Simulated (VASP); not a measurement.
OSZICAR of a VASP run on LiIn (space group Fd-3m):

**OSZICAR**
```
       N       E                     dE             d eps       ncg     rms          rms(c)
DAV:   1     0.251581255233E+03    0.25158E+03   -0.15357E+04  1400   0.201E+03
DAV:   2     0.118031471907E+02   -0.23978E+03   -0.23522E+03  1412   0.442E+02
DAV:   3    -0.860701061420E+01   -0.20410E+02   -0.20120E+02  2196   0.136E+02
DAV:   4    -0.110476511500E+02   -0.24406E+01   -0.23729E+01  2520   0.368E+01
DAV:   5    -0.113443251906E+02   -0.29667E+00   -0.29532E+00  2196   0.678E+00    0.542E+00
DAV:   6    -0.111486493214E+02    0.19568E+00   -0.42329E-01  1744   0.111E+01    0.248E+00
DAV:   7    -0.111144848390E+02    0.34164E-01   -0.92853E-02  1972   0.452E+00    0.692E-01
DAV:   8    -0.111117001227E+02    0.27847E-02   -0.10513E-02  2644   0.117E+00    0.218E-01
DAV:   9    -0.111115370428E+02    0.16308E-03   -0.61355E-04  1976   0.263E-01    0.511E-02
DAV:  10    -0.111115099529E+02    0.27090E-04   -0.74257E-05  1912   0.625E-02    0.155E-02
DAV:  11    -0.111114928237E+02    0.17129E-04   -0.45545E-06  2292   0.141E-02    0.896E-03
DAV:  12    -0.111114943773E+02   -0.15536E-05   -0.37574E-07  1780   0.536E-03    0.105E-03
DAV:  13    -0.111114940279E+02    0.34945E-06   -0.16056E-08  1020   0.136E-03    0.192E-04
DAV:  14    -0.111114939906E+02    0.37232E-07   -0.48133E-09  1008   0.775E-04
   1 F= -.11111494E+02 E0= -.11111494E+02  d E =0.000000E+00
```

Task: Which electronic solver shows in the log?

Result: It is blocked Davidson (ALGO = Normal, or the opening steps of other solvers). The INCAR had ALGO = Normal.

Task: Can the final energy be trusted as converged?

Result: Self-consistency was reached. It stopped with EDIFF = 1E-7, NELM = 100 (PBEsol GGA, plane waves, VASP's PBE PAW potentials (set 64)).

The structure comes from a measured LiIn entry (Fd-3m) of the Crystallography Open Database, whose conditions weren't checked. It was relaxed first.
